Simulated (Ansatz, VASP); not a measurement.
**Ge (amorphous Ge): VASP beside Ansatz**

Aim: how closely do two programs agree when they are given the same cell, functional and k mesh? The structure shown is the start of the Ansatz relaxation below; VASP solves that cell, so the two are compared at the walk's first step.

Program: Ansatz 0.2.0. Level of theory: plane waves, with VASP 6.6.1 beside it; single point at PBE. Results are calculated unless marked as measured.

## (1) Set-up

The cell holds 61 atoms: 61 Ge. Its edges and angles: a = 11.512 Å, b = 11.512 Å, c = 11.512 Å, α = 90.0°, β = 90.0°, γ = 90.0°. As first built, before any earlier steps moved the atoms (in the runner's words): 61 atoms (61 Ge) placed at random at 4.82 g/cm^3, melted at 3500 K for 10 ps at fixed volume with the Tersoff potential (Tersoff, Phys. Rev. B 39, 5566 (1989)). Quenched from 3500 K to 100 K at 5 K/ps and fixed volume, held 5 ps, then minimised at fixed cell.

## (2) Ansatz: relaxation, PBE

Ansatz runs on its PAW soft_1 files.

The two programs are compared at the cell with which this relaxation starts, whose forces are those of its first step.

input.yaml reads:

```yaml
crystal:
  lattice:
    - [11.5121, 0.0, 0.0]
    - [0.0, 11.5121, 0.0]
    - [0.0, 0.0, 11.5121]
  atoms:
    - { symbol: Ge, position: [0.11338, 0.64802, 0.30819] }
    - { symbol: Ge, position: [0.36377, 0.76009, 0.13534] }
    - { symbol: Ge, position: [0.01567, 0.04839, 0.38366] }
    - { symbol: Ge, position: [0.53301, 0.50815, 0.38388] }
    - { symbol: Ge, position: [0.78103, 0.17663, 0.14985] }
    - { symbol: Ge, position: [0.03642, 0.30423, 0.60778] }
    - { symbol: Ge, position: [0.8375, 0.33078, 0.30058] }
    - { symbol: Ge, position: [0.06507, 0.52138, 0.64909] }
    - { symbol: Ge, position: [0.89976, 0.66303, 0.27533] }
    - { symbol: Ge, position: [0.58742, 0.89037, 0.04848] }
    - { symbol: Ge, position: [0.63535, 0.04717, 0.90153] }
    - { symbol: Ge, position: [0.58127, 0.71693, 0.43645] }
    - { symbol: Ge, position: [0.37319, 0.53355, 0.88124] }
    - { symbol: Ge, position: [0.51324, 0.09699, 0.31198] }
    - { symbol: Ge, position: [0.50055, 0.71266, 0.84194] }
    - { symbol: Ge, position: [0.75667, 0.43923, 0.65224] }
    - { symbol: Ge, position: [0.00828, 0.09814, 0.15803] }
    - { symbol: Ge, position: [0.3052, 0.98275, 0.32089] }
    - { symbol: Ge, position: [0.47733, 0.18504, 0.95487] }
    - { symbol: Ge, position: [0.34108, 0.43404, 0.46352] }
    - { symbol: Ge, position: [0.20186, 0.1652, 0.65008] }
    - { symbol: Ge, position: [0.37451, 0.86293, 0.95119] }
    - { symbol: Ge, position: [0.04692, 0.44318, 0.01919] }
    - { symbol: Ge, position: [0.36804, 0.55111, 0.09445] }
    - { symbol: Ge, position: [0.00552, 0.22881, 0.9737] }
    - { symbol: Ge, position: [0.50827, 0.85645, 0.27622] }
    - { symbol: Ge, position: [0.86976, 0.63044, 0.63881] }
    - { symbol: Ge, position: [0.79287, 0.20751, 0.91288] }
    - { symbol: Ge, position: [0.82363, 0.95862, 0.42858] }
    - { symbol: Ge, position: [0.66816, 0.92805, 0.72143] }
    - { symbol: Ge, position: [0.18403, 0.4876, 0.17888] }
    - { symbol: Ge, position: [0.03426, 0.89654, 0.86321] }
    - { symbol: Ge, position: [0.2751, 0.79715, 0.60991] }
    - { symbol: Ge, position: [0.19801, 0.98905, 0.51205] }
    - { symbol: Ge, position: [0.70997, 0.97911, 0.2356] }
    - { symbol: Ge, position: [0.39256, 0.27947, 0.6191] }
    - { symbol: Ge, position: [0.83635, 0.79257, 0.78968] }
    - { symbol: Ge, position: [0.0174, 0.89939, 0.08044] }
    - { symbol: Ge, position: [0.84571, 0.23562, 0.69063] }
    - { symbol: Ge, position: [0.87144, 0.4878, 0.153] }
    - { symbol: Ge, position: [0.6782, 0.38954, 0.85402] }
    - { symbol: Ge, position: [0.20328, 0.60868, 0.50716] }
    - { symbol: Ge, position: [0.17918, 0.82647, 0.21317] }
    - { symbol: Ge, position: [0.50147, 0.79208, 0.63329] }
    - { symbol: Ge, position: [0.02177, 0.26626, 0.39832] }
    - { symbol: Ge, position: [0.69886, 0.51941, 0.0304] }
    - { symbol: Ge, position: [0.21324, 0.3236, 0.30789] }
    - { symbol: Ge, position: [0.13554, 0.10012, 0.8507] }
    - { symbol: Ge, position: [0.20664, 0.77644, 0.81902] }
    - { symbol: Ge, position: [0.79996, 0.73502, 0.45412] }
    - { symbol: Ge, position: [0.15501, 0.55876, 0.84598] }
    - { symbol: Ge, position: [0.22654, 0.13349, 0.18705] }
    - { symbol: Ge, position: [0.56515, 0.1913, 0.49975] }
    - { symbol: Ge, position: [0.4658, 0.34978, 0.81569] }
    - { symbol: Ge, position: [0.8304, 0.8128, 0.1346] }
    - { symbol: Ge, position: [0.30132, 0.0733, 0.98549] }
    - { symbol: Ge, position: [0.54103, 0.45853, 0.172] }
    - { symbol: Ge, position: [0.70582, 0.72556, 0.95988] }
    - { symbol: Ge, position: [0.73062, 0.07811, 0.58405] }
    - { symbol: Ge, position: [0.68047, 0.37134, 0.45558] }
    - { symbol: Ge, position: [0.55977, 0.2413, 0.14659] }
kpoints:
  mp_grid: { grid: [1, 1, 1] }
hamiltonian:
  xc: pbe
  pseudopotentials: { kind: paw, azcp: { folder: soft_1 } }
scf:
  occupations: { method: fermi_dirac, width: 0.05 }
output:
  forces: true
relax:
  f_tol: 0.05
  max_steps: 150
  cell: {}
```

Launch:

```console
$ ansatz run input.yaml --threads 4 --pin off --max-ram 8192MiB --backend cpu --events-out ev --progress --plain --runs-dir out
```

Numbers of over 12 decimals in the logs are rounded to 6 here.

What it wrote:

```text
Engine: ansatz 0.2.0, x86_64-unknown-linux-gnu
Pseudopotentials: kind: paw
Pseudopotential: Ge, paw, valence charge 14, recommended cutoff 420 eV (normal), soft_1/Ge.paw.azcp
Functional definition: PBE
  parameter kappa = 0.804
  parameter beta = 0.066725
  exchange = pbe_x(kappa = kappa, mu = beta*pi^2/3)
  correlation = pbe_c(beta = beta)
Crystal: 61 atoms, lattice volume = 1525.681 Å³
Basis set: ecut = 420 eV, 29855 PW (Γ), exchange–correlation on 160×160×160 points (8 copies of the dense FFT grid, shifted against one another)
Bands: 513, of which v1, the nominal top of the filled ones, is band 427 counted from 1 (426 counted from 0)
Symmetry: 1 space group operations
Space group: P1 (ITA 1), of the structure as read, at distance tolerance 1.2e-4 Å
k-points: 1
Non-local potential: Ge, projectors of the file, l = 0: 2, l = 1: 2, l = 2: 3, l = 3: 1
PAW form: soft (Blöchl's): semilocal exchange-correlation on the pseudo side does not see the compensation charge
PAW one-centre angular grid: Ge, 590 points (default); XC on 64 Gauss nodes
Initial density: superposition of atomic densities (chi_scale 0.1, normalization cell)
Initial wavefunctions: pseudopotential atomic-orbital guess
Functional: x = pbe(κ = 0.804, μ = 0.219515), c = pbe(β = 0.066725)
SCF iter   1: F=—  HF=-261981.300527 eV  |F-HF|=—  |Δ(HF+E_count)|=         —  Δρ=2.92e-2  dr2=1.43e1  ethr=3.10e-3  ⟨swp⟩=6.0  Hψ=1822  notcnv=0
preconditioner: auto → LDOS  [metal: Δε(μ)=0.063 eV  Ē_g=21.863 eV  σ=0.050 eV  W_gap=0.30  n_scr=388 (ndim 8)  ℏωp=27.8 eV  f_vac=0.062  D(μ)=21.50/eV (n_scr^D=92)  β→1.0]
SCF iter   2: F=—  HF=-261980.003371 eV  |F-HF|=—  |Δ(HF+E_count)|=    1.30e0  Δρ=7.25e-3  dr2=1.96e0  ethr=1.68e-3  ⟨swp⟩=3.0  Hψ=677  notcnv=0  defer=62
SCF iter   3: F=—  HF=-261979.840981 eV  |F-HF|=—  |Δ(HF+E_count)|=   1.62e-1  Δρ=3.78e-3  dr2=6.19e-1  ethr=2.29e-4  ⟨swp⟩=4.0  Hψ=922  notcnv=0  defer=62
SCF iter   4: F=—  HF=-261979.688850 eV  |F-HF|=—  |Δ(HF+E_count)|=   1.52e-1  Δρ=1.39e-3  dr2=9.16e-2  ethr=7.25e-5  ⟨swp⟩=2.0  Hψ=892  notcnv=0  defer=62
SCF iter   5: F=—  HF=-261979.673393 eV  |F-HF|=—  |Δ(HF+E_count)|=   1.55e-2  Δρ=4.54e-4  dr2=7.43e-3  ethr=1.07e-5  ⟨swp⟩=2.0  Hψ=566  notcnv=0  defer=62
SCF iter   6: F=—  HF=-261979.671829 eV  |F-HF|=—  |Δ(HF+E_count)|=   1.56e-3  Δρ=1.07e-4  dr2=4.62e-4  ethr=8.71e-7  ⟨swp⟩=2.0  Hψ=868  notcnv=0  defer=62
SCF iter   7: F=—  HF=-261979.671895 eV  |F-HF|=—  |Δ(HF+E_count)|=   6.57e-5  Δρ=3.96e-5  dr2=6.90e-5  ethr=5.42e-8  ⟨swp⟩=2.0  Hψ=872  notcnv=0  defer=62
SCF iter   8: F=—  HF=-261979.671899 eV  |F-HF|=—  |Δ(HF+E_count)|=   3.71e-6  Δρ=1.46e-5  dr2=7.85e-6  ethr=8.08e-9  ⟨swp⟩=2.0  Hψ=930  notcnv=0  defer=62
SCF iter   9: F=—  HF=-261979.671900 eV  |F-HF|=—  |Δ(HF+E_count)|=   1.03e-6  Δρ=6.22e-6  dr2=1.46e-6  ethr=9.19e-10  ⟨swp⟩=2.0  Hψ=874  notcnv=0  defer=62
SCF iter  10: F=—  HF=-261979.671900 eV  |F-HF|=—  |Δ(HF+E_count)|=   7.33e-9  Δρ=2.30e-6  dr2=1.97e-7  ethr=1.71e-10  ⟨swp⟩=2.0  Hψ=874  notcnv=0  defer=62
SCF iter  11: F=-261979.671900 eV  HF=-261979.671900 eV  |F-HF|=1.32e-8  |Δ(HF+E_count)|=   4.89e-9  Δρ=9.16e-7  dr2=2.77e-8  ethr=1.17e-11  ⟨swp⟩=3.0  Hψ=1371  notcnv=0
SCF 1 converged in 11 iterations: F = -261979.671900 eV  dr2 = 2.77e-8
  greatest PAW one-centre occupation: 0.998 electrons in one spin orbital (limit 2), on the Ge atom at site 9 (counted from 0), in its partial waves of l = 2
relax step   1: F+E_penalty+E_count = -261979.67189957 eV  Δ(F+E_penalty+E_count) = +0.000e0 eV  max|allowed force component| = 6.790e-1 eV/Å  Δτ_max = 0.0000 Å  P = -0.228 GPa  Ω = 1525.681 Å³  (11 SCF iters, dr2 threshold 1.00e-7 eV, accepted)
Crystal: 61 atoms, lattice volume = 1512.409 Å³
Basis set: ecut = 420 eV, 29571 PW (Γ), exchange–correlation on 160×160×160 points (8 copies of the dense FFT grid, shifted against one another)
Initial density: handed on by an earlier stage of this run
Initial wavefunctions: those handed on with the density
iter 1 solved again at ethr=6.48e-5 eV; its pass at ethr=3.10e-3 eV (dr2=5.53e-1 eV) is discarded
SCF iter   1: F=—  HF=-261980.756681 eV  |F-HF|=—  |Δ(HF+E_count)|=         —  Δρ=8.79e-3  dr2=5.50e-1  ethr=6.48e-5  ⟨swp⟩=3.0  Hψ=2248  notcnv=0
preconditioner: auto → LDOS  [metal: Δε(μ)=0.094 eV  Ē_g=22.005 eV  σ=0.050 eV  W_gap=0.44  n_scr=396 (ndim 8)  ℏωp=27.9 eV  f_vac=0.108  D(μ)=17.68/eV (n_scr^D=80)  β→1.0]
SCF iter   2: F=—  HF=-261980.761004 eV  |F-HF|=—  |Δ(HF+E_count)|=   4.32e-3  Δρ=2.09e-3  dr2=1.20e-1  ethr=6.43e-5  ⟨swp⟩=3.0  Hψ=1037  notcnv=0
SCF iter   3: F=—  HF=-261980.737161 eV  |F-HF|=—  |Δ(HF+E_count)|=   2.38e-2  Δρ=7.31e-4  dr2=2.46e-2  ethr=1.40e-5  ⟨swp⟩=2.0  Hψ=885  notcnv=0
SCF iter   4: F=—  HF=-261980.731332 eV  |F-HF|=—  |Δ(HF+E_count)|=   5.83e-3  Δρ=1.87e-4  dr2=9.66e-4  ethr=2.88e-6  ⟨swp⟩=2.0  Hψ=936  notcnv=0
[...]
atom   4  Ge    -0.00167804     0.00538808    -0.00266225
  atom   5  Ge     0.01499420    -0.01448724    -0.00867566
  atom   6  Ge     0.00540284     0.00307733    -0.00015622
  atom   7  Ge    -0.02760697     0.00572800    -0.00197223
  atom   8  Ge    -0.00021815     0.00478139    -0.00450295
  atom   9  Ge    -0.01569294     0.01212335    -0.00158576
  atom  10  Ge     0.00363831    -0.00136404     0.01455129
  atom  11  Ge    -0.00255042    -0.00557107     0.01421203
  atom  12  Ge     0.00084188     0.00583238     0.00851205
  atom  13  Ge    -0.00170201    -0.01622649    -0.00229370
  atom  14  Ge    -0.00066872     0.00418944     0.01286613
  atom  15  Ge     0.01515075     0.00382401    -0.01458987
  atom  16  Ge    -0.01200630     0.00601882     0.00313018
  atom  17  Ge    -0.00280958     0.00808562    -0.02657994
  atom  18  Ge    -0.00911824     0.00868958    -0.00021982
  atom  19  Ge     0.01388589     0.00195507     0.00327133
  atom  20  Ge    -0.00538918    -0.00138644     0.00857171
  atom  21  Ge     0.00411792    -0.00349740     0.01018511
  atom  22  Ge    -0.00151665     0.00241479     0.00040454
  atom  23  Ge     0.00022519    -0.00657998    -0.01424461
  atom  24  Ge    -0.00415201     0.00181840    -0.00101983
  atom  25  Ge     0.00486776    -0.01829417     0.00775499
  atom  26  Ge     0.00482870    -0.00765477    -0.00716471
  atom  27  Ge    -0.00891933     0.00568400    -0.01244443
[...]
atom  54  Ge     0.00035105     0.00971765     0.00514122
  atom  55  Ge    -0.00416763    -0.01982330    -0.00136325
  atom  56  Ge     0.00134372    -0.00575923     0.00598711
  atom  57  Ge     0.00104586    -0.00030762    -0.00130820
  atom  58  Ge    -0.00051502     0.01870265     0.01056450
  atom  59  Ge     0.00398779    -0.00163694    -0.02282342
  atom  60  Ge     0.01188771     0.00767760     0.00247161
  atom  61  Ge    -0.00926789     0.00525014    -0.01244246
  max |Σ_I F_I| component: 1.14e-6 eV/Å
--- Stress (GPa, compression-positive) ---
       -0.000690      -0.006695      -0.001021
       -0.006695      -0.035575       0.002815
       -0.001021       0.002815       0.010027
  P = ⅓ Tr σ = -0.0087 GPa (-0.087 kbar)
--- Relaxed structure (14 steps of the walk, 14 accepted, 1 SCFs on fresh bases) ---
  F+E_penalty+E_count = -261981.24510715 eV   max|allowed force component| = 2.761e-2 eV/Å   (the final SCF, on the basis selected at the relaxed cell)
  cell:  # Å, volume = 1498.0121 Å³
    - [11.442073, 0.035531, -0.105983]
    - [0.035531, 11.338812, -0.111493]
    - [-0.105983, -0.111493, 11.548490]
  atoms:
    - { symbol: Ge, position: [0.104064, 0.645608, 0.313061] }
    - { symbol: Ge, position: [0.350382, 0.756752, 0.150692] }
    - { symbol: Ge, position: [0.020441, 0.017070, 0.369442] }
    - { symbol: Ge, position: [0.531633, 0.505506, 0.382486] }
    - { symbol: Ge, position: [0.762445, 0.164991, 0.149366] }
    - { symbol: Ge, position: [0.051640, 0.304787, 0.598758] }
    - { symbol: Ge, position: [0.834447, 0.317050, 0.302959] }
    - { symbol: Ge, position: [0.070732, 0.523564, 0.643137] }
    - { symbol: Ge, position: [0.889632, 0.653139, 0.277518] }
    - { symbol: Ge, position: [0.579592, 0.912359, 0.039480] }
    - { symbol: Ge, position: [0.644066, 0.054497, 0.889457] }
    - { symbol: Ge, position: [0.578758, 0.709264, 0.455472] }
    - { symbol: Ge, position: [0.363348, 0.532957, 0.881089] }
    - { symbol: Ge, position: [0.525094, 0.136405, 0.311772] }
    - { symbol: Ge, position: [0.494277, 0.711317, 0.848536] }
    - { symbol: Ge, position: [0.775137, 0.436705, 0.661080] }
    - { symbol: Ge, position: [0.029664, 0.087626, 0.154790] }
    - { symbol: Ge, position: [0.354771, 1.002881, 0.344986] }
    - { symbol: Ge, position: [0.474073, 0.183303, 0.938536] }
    - { symbol: Ge, position: [0.342366, 0.428869, 0.458407] }
    - { symbol: Ge, position: [0.217299, 0.165152, 0.648816] }
    - { symbol: Ge, position: [0.352042, 0.848102, 0.957158] }
    - { symbol: Ge, position: [0.044232, 0.444927, 0.022602] }
    - { symbol: Ge, position: [0.356956, 0.546773, 0.095212] }
[...]
- { symbol: Ge, position: [0.471252, 0.355434, 0.812311] }
    - { symbol: Ge, position: [0.821043, 0.816161, 0.139763] }
    - { symbol: Ge, position: [0.300768, 0.061875, 0.977538] }
    - { symbol: Ge, position: [0.539721, 0.470808, 0.168287] }
    - { symbol: Ge, position: [0.702786, 0.736219, 0.959107] }
    - { symbol: Ge, position: [0.747656, 0.080906, 0.578900] }
    - { symbol: Ge, position: [0.697126, 0.392532, 0.459905] }
    - { symbol: Ge, position: [0.561464, 0.253702, 0.130638] }
```

(Part 1 of 2 ends here.)

[Lines on the potential files, build, host, timing and source positions are cut from VASP's logs without a mark.]

[Logs are printed without paths, hosts, clocks, repeated set-up lines and the standing remarks that a program may print on its own settings, such as how far it seeks lower states.]

[Hosts, paths, dates, database ids (printed as entryN), source tags and the programs' standing remarks are cut or masked in the printed files.]
